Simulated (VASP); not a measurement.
Input:

```yaml
crystal:
  lattice:
    - [3.48863, 0.00000, 0.00000]
    - [0.00000, 3.48863, 0.00000]
    - [0.00000, 0.00000, 3.48863]
  atoms:
    - { symbol: Si, position: [0.00000, 0.00000, 0.00000] }
    - { symbol: Ni, position: [0.00000, 0.50000, 0.50000] }
    - { symbol: Ni, position: [0.50000, 0.00000, 0.50000] }
    - { symbol: Ni, position: [0.50000, 0.50000, 0.00000] }
```

Method: rev-vdW-DF2, VASP's PBE PAW potentials (set 64) (plane waves; VASP). Run with 520 eV cut-off, 10×10×10 Γ-centred mesh, tetrahedra with Blöchl corrections, potentials Si Ni.

### Question
Predict the energy per atom (σ→0), band gap (on the k-mesh) with the smallest direct gap where there is one.

### Answer

The band gap (on the k-mesh) is none (metal, semimetal or under 0.01 eV) and the energy per atom (σ→0) comes out as -379.2 kJ/mol of atoms.

The absolute energy has meaning only against runs of the same code, potentials and settings.

The compound is Ni3Si in the L1_2 structure. It was relaxed first. The run is not spin-polarised, so no magnetic state was tried.
